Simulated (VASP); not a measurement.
Energy against volume of Cu₂O (cuprite). All values below come from revTPSS meta-GGA, VASP's PBE PAW potentials (set 64) (plane waves; VASP 6.6.1). Numerical set-up: 520 eV cut-off, 5×5×5 Γ-centred mesh, Gaussian smearing of 0.050 eV, potentials Cu O.

| V (Å³/atom) | E (eV/atom) |
|---|---|
| 12.567 | -1.91423 |
| 12.956 | -1.92105 |
| 13.345 | -1.91839 |
| 13.733 | -1.90798 |

**Question.** Fit these four points and predict the energy of the run at 12.179 Å³/atom.

**Answer.** A cubic in V^(−2/3), the third-order Birch-Murnaghan form, passes through the four points with V0 = 13.03 Å³/atom and B0 = 126 GPa, and gives -1.8959 eV/atom there. The run gave -1.8964 eV/atom, -0.5 meV/atom from the fit; all five points give B0 = 124 GPa.

The compound is Cu2O in the cuprite structure. It was relaxed first.
